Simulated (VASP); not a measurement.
OSZICAR of a VASP run on Si (space group Fd-3m):

File OSZICAR:
```
       N       E                     dE             d eps       ncg     rms          rms(c)
DAV:   1    -0.255121899061E+03   -0.25512E+03   -0.23721E+03   160   0.495E+02
DAV:   2    -0.267255654400E+03   -0.12134E+02   -0.12008E+02   248   0.648E+01
DAV:   3    -0.267416944067E+03   -0.16129E+00   -0.16129E+00   208   0.951E+00
DAV:   4    -0.267417480921E+03   -0.53685E-03   -0.53705E-03   240   0.588E-01
DAV:   5    -0.128977759027E+02    0.25452E+03   -0.21148E+00   184   0.951E+00    0.737E+00
DAV:   6    -0.126666077367E+02    0.23117E+00   -0.16999E-01   240   0.237E+00    0.491E+00
DAV:   7    -0.125905169432E+02    0.76091E-01   -0.74999E-02   208   0.152E+00    0.293E+00
DAV:   8    -0.125703474517E+02    0.20169E-01   -0.26091E-02   200   0.915E-01    0.167E+00
DAV:   9    -0.125652550219E+02    0.50924E-02   -0.72954E-03   216   0.506E-01    0.937E-01
DAV:  10    -0.125640009056E+02    0.12541E-02   -0.18822E-03   200   0.274E-01    0.521E-01
DAV:  11    -0.125637297537E+02    0.27115E-03   -0.51747E-04   224   0.147E-01    0.281E-01
DAV:  12    -0.125636947473E+02    0.35006E-04   -0.14533E-04   200   0.814E-02    0.152E-01
DAV:  13    -0.125637098448E+02   -0.15098E-04   -0.48495E-05   192   0.494E-02    0.821E-02
DAV:  14    -0.125637263804E+02   -0.16536E-04   -0.18173E-05   224   0.312E-02    0.436E-02
DAV:  15    -0.125637375390E+02   -0.11159E-04   -0.72400E-06   224   0.205E-02    0.238E-02
DAV:  16    -0.125637439591E+02   -0.64201E-05   -0.30886E-06   224   0.135E-02    0.135E-02
DAV:  17    -0.125637473648E+02   -0.34056E-05   -0.13726E-06   216   0.914E-03    0.811E-03
DAV:  18    -0.125637491105E+02   -0.17457E-05   -0.61603E-07   160   0.616E-03    0.512E-03
DAV:  19    -0.125637499743E+02   -0.86382E-06   -0.28761E-07    88   0.430E-03
   1 F= -.12563750E+02 E0= -.12563750E+02  d E =-.549984E-12
```

### Question
Which electronic solver shows in the log?

### Answer
It is blocked Davidson (ALGO = Normal, or the opening steps of other solvers). The INCAR had ALGO = Normal.

### Question
Can the final energy be trusted as converged?

### Answer
The run converged. It stopped with EDIFF = 1E-6, NELM = 100 (HSE06 screened hybrid, plane waves, VASP's PBE PAW potentials (set 64)).

The structure comes from a computed database's Si entry; how it stands against other phases isn't given here. The cell was not relaxed at this level. The k-mesh is coarse (spacing up to 0.49 per Å, 2π included), so the numbers may not be converged in it. The run is one of a series of settings (KPOINTS 4×4×4 Γ-centred mesh shifted by (0.5, 0.5, 0.5) against the base run), some of them coarse on purpose.
